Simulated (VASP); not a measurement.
Energy against volume of MgO (rock salt). Level of theory: PBEsol GGA, VASP's PBE PAW potentials (set 64) (plane waves; VASP 6.6.1). Numerical set-up: 520 eV cut-off, 11×11×11 Γ-centred mesh, Gaussian smearing of 0.050 eV, potentials Mg O.

| V (Å³/atom) | E (eV/atom) |
|---|---|
| 9.047 | -6.25148 |
| 9.327 | -6.25623 |
| 9.607 | -6.25254 |
| 9.887 | -6.24159 |

Fit these four points and predict the energy of the run at 8.768 Å³/atom.

A cubic in V^(−2/3), the third-order Birch-Murnaghan form, passes through the four points with V0 = 9.34 Å³/atom and B0 = 160 GPa, and gives -6.2370 eV/atom there. The run gave -6.2368 eV/atom, +0.1 meV/atom from the fit; all five points give B0 = 160 GPa.

The compound is MgO in the rock salt structure. It was relaxed first.
